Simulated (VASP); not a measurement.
All values below come from r2SCAN meta-GGA, VASP's PBE PAW potentials (set 64) (plane waves; VASP).

VASP input:

### INCAR
```
SYSTEM = In
PREC = Accurate; ENCUT = 480; LREAL = .FALSE.
LASPH = .TRUE.
EDIFF = 1E-7; NELM = 100; ALGO = Normal
LMAXMIX = 4; LMIXTAU = .TRUE.
ISMEAR = 1; SIGMA = 0.1
METAGGA = R2SCAN
ISIF = 2
LWAVE = .FALSE.; LCHARG = .FALSE.
```

### POSCAR
```
In
1
   -1.6434641298     1.6184183900     2.5207581683
    1.5933726501    -1.6184183900     2.4883898005
    1.6434641298     1.6184183900    -2.5207581683
In
1
Direct
  0.0000000000   1.0000000000   1.0000000000
```

### KPOINTS
```
Automatic mesh
0
Gamma
14 14 14
0 0 0
```

POTCAR, in this order: In_d (PBE.64 set). Program: vasp_std.

The run wrote:

**OSZICAR**
```
       N       E                     dE             d eps       ncg     rms          rms(c)
DAV:   1     0.489181526692E+02    0.48918E+02   -0.63902E+03 14946   0.159E+03
DAV:   2    -0.222103697127E+02   -0.71129E+02   -0.70067E+02 15090   0.289E+02
DAV:   3    -0.250016408312E+02   -0.27913E+01   -0.27816E+01 17302   0.666E+01
DAV:   4    -0.250697780066E+02   -0.68137E-01   -0.68116E-01 19516   0.103E+01
DAV:   5    -0.250726743537E+02   -0.28963E-02   -0.28962E-02 18748   0.170E+00    0.361E+00
DAV:   6    -0.224448644698E+02    0.26278E+01   -0.15892E+00 16688   0.318E+01    0.143E+00
DAV:   7    -0.225524725586E+02   -0.10761E+00   -0.17837E-01 15382   0.907E+00    0.121E+00
DAV:   8    -0.225351194574E+02    0.17353E-01   -0.10432E-01 15212   0.329E+00    0.253E-01
DAV:   9    -0.225752532352E+02   -0.40134E-01   -0.37396E-02 15068   0.201E+00    0.202E-01
DAV:  10    -0.225714427908E+02    0.38104E-02   -0.27701E-03 16676   0.809E-01    0.116E-01
DAV:  11    -0.225753163537E+02   -0.38736E-02   -0.31392E-03 15104   0.792E-01    0.142E-01
DAV:  12    -0.225759401093E+02   -0.62376E-03   -0.64840E-04 16502   0.462E-01    0.212E-02
DAV:  13    -0.225761199897E+02   -0.17988E-03   -0.17743E-04 15446   0.189E-01    0.183E-02
DAV:  14    -0.225761193904E+02    0.59924E-06   -0.19793E-05 17468   0.615E-02    0.388E-02
DAV:  15    -0.225761191695E+02    0.22095E-06   -0.11344E-06 16776   0.110E-02    0.364E-02
DAV:  16    -0.225761285023E+02   -0.93329E-05   -0.33606E-06 15018   0.201E-02    0.179E-02
DAV:  17    -0.225761294975E+02   -0.99519E-06   -0.12650E-06 15934   0.109E-02    0.703E-03
DAV:  18    -0.225761296549E+02   -0.15733E-06   -0.81492E-08 13598   0.389E-03    0.774E-03
DAV:  19    -0.225761297179E+02   -0.63039E-07   -0.32453E-08  8220   0.234E-03
   1 F= -.22576130E+02 E0= -.22576231E+02  d E =0.304922E-03
```

File OUTCAR:
```
------------------------ aborting loop because EDIFF is reached ----------------------------------------
  FORCE on cell =-STRESS in cart. coord.  units (eV):
  Direction    XX          YY          ZZ          XY          YZ          ZX
  --------------------------------------------------------------------------------------
  Total       -0.0000970      0.0228172      0.0057770      0.0000000      0.0000000      0.0139315
  in kB       -0.0059203      1.3932892      0.3527625      0.0000000      0.0000000      0.8507008
  external PRESSURE =       0.5800438 kB  Pullay stress =       0.0000000 kB
  volume of cell :       26.24
      direct lattice vectors                 reciprocal lattice vectors
    -1.643464130  1.618418390  2.520758168     0.001996547  0.308943598  0.199654715
     1.593372650 -1.618418390  2.488389800     0.310971042  0.000000000  0.202744460
     1.643464130  1.618418390 -2.520758168     0.308974495  0.308943598  0.003089745
 POSITION                                       TOTAL-FORCE (eV/Angst)
 -----------------------------------------------------------------------------------
      0.00000      0.00000      0.00000        -0.000000      0.000000      0.000000
 -----------------------------------------------------------------------------------
    total drift:                                0.000000      0.000000     -0.000000
  FREE ENERGIE OF THE ION-ELECTRON SYSTEM (eV)
  ---------------------------------------------------
  free  energy   TOTEN  =       -22.5761297179 eV

  energy  without entropy=      -22.5764346397  energy(sigma->0) =      -22.57623136
```
(Selected blocks of OUTCAR.)

OUTCAR:
```
 val. band max:        7.4761316251   @ k =   0.2857   0.2143   0.0714

 cond. band min:       7.5097827327   @ k =  -0.2857   0.2143   0.2857


 Fermi energy:         7.4880520475

 k-point     1 :       0.0000    0.0000    0.0000
  band No.  band energies     occupation
      1      -7.8700      2.00000
      2      -7.7336      2.00000
      3      -7.7331      2.00000
      4      -7.6737      2.00000
      5      -7.5321      2.00000
      6      -2.5645      2.00000
      7      18.3663      0.00000
      8      18.5794      0.00000
      9      18.9815      0.00000
     10      19.7328      0.00000

 k-point     2 :       0.0714    0.0000   -0.0000
  band No.  band energies     occupation
      1      -7.8607      2.00000
      2      -7.7355      2.00000
      3      -7.7243      2.00000
      4      -7.6714      2.00000
      5      -7.5361      2.00000
      6      -2.4467      2.00000
      7      17.1485      0.00000
      8      18.2033      0.00000
      9      18.5541      0.00000
     10      19.5756      0.00000

 k-point     3 :       0.1429    0.0000   -0.0000
  band No.  band energies     occupation
      1      -7.8407      2.00000
      2      -7.7451      2.00000
      3      -7.7022      2.00000
      4      -7.6557      2.00000
      5      -7.5446      2.00000
      6      -2.0905      2.00000
      7      14.5989      0.00000
      8      17.6235      0.00000
      9      18.0998      0.00000
     10      19.5150      0.00000

 k-point     4 :       0.2143    0.0000   -0.0000
  band No.  band energies     occupation
      1      -7.8269      2.00000
      2      -7.7655      2.00000
      3      -7.6828      2.00000
      4      -7.6115      2.00000
      5      -7.5458      2.00000
      6      -1.4898      2.00000
      7      12.0311      0.00000
      8      16.8635      0.00000
      9      17.7773      0.00000
     10      19.4820      0.00000

 k-point     5 :       0.2857   -0.0000    0.0000
...
```

Unless said otherwise, spin-orbit coupling is left out, though it shifts the bands of the heavy elements here.

The compound is In in the bct structure. This cell was strained or had an atom moved on purpose.
